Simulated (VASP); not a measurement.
Ta:

```xyz
1
Lattice="-1.6513 1.6513 1.6513 1.6513 -1.6513 1.6513 1.6513 1.6513 -1.6513" Properties=species:S:1:pos:R:3 pbc="T T T"
Ta    0.0000    0.0000    0.0000
```

| Quantity | Value |
| --- | --- |
| Program | VASP 6.6.1 |
| Task | relaxation of cell and atoms |
| Functional | PBE |
| Potentials or basis | VASP PAW PBE potentials, release 64 (Ta_pv) |
| Cutoff | 520 eV |
| k mesh | 4 × 4 × 4 |
| Occupations | gaussian, width 0.1 eV |
| Spin | no spin polarisation |

At the start: pressure 3.3 GPa; volume 18.01 Å³/atom.

Q: Where does the relaxation end?

A: Over 16 steps the energy falls by 2.7 meV/atom and the volume is 18.28 Å³/atom (+1.5 %); space group Im-3m (No. 229, to 0.05 Å).

Step by step:
| step | energy change (eV) | largest force (eV/Å) | pressure (GPa) | volume (Å³) |
| --- | --- | --- | --- | --- |
| 1 | 0.0000 | 0.0000 | 3.28 | 18.01 |
| 2 | 0.0145 | 0.0000 | -7.50 | 18.99 |
| 3 | -0.0027 | 0.0000 | -0.04 | 18.28 |
| 4 | -0.0027 | 0.0000 | 0.03 | 18.28 |
| 5 | -0.0027 | 0.0000 | 0.03 | 18.28 |
| 6 | -0.0027 | 0.0000 | 0.03 | 18.28 |
| 7 | -0.0027 | 0.0000 | 0.02 | 18.28 |
| 8 | -0.0027 | 0.0000 | 0.02 | 18.28 |
| 9 | -0.0027 | 0.0000 | 0.02 | 18.28 |
| 10 | -0.0027 | 0.0000 | 0.02 | 18.28 |
| 11 | -0.0027 | 0.0000 | 0.02 | 18.28 |
| 12 | -0.0027 | 0.0000 | 0.02 | 18.28 |
| 13 | -0.0027 | 0.0000 | 0.02 | 18.28 |
| 14 | -0.0027 | 0.0000 | 0.03 | 18.28 |
| 15 | -0.0027 | 0.0000 | 0.03 | 18.28 |
| 16 | -0.0027 | 0.0000 | 0.00 | 18.28 |

Final structure:
```
Ta
1.0
    -1.65948    1.65948    1.65948
     1.65948   -1.65948    1.65948
     1.65948    1.65948   -1.65948
Ta
1
Cartesian
  1.6595 -1.6595 1.6595
```

Caveat: the k mesh is coarse (spacing up to 0.67 Å⁻¹), so the values aren't converged.
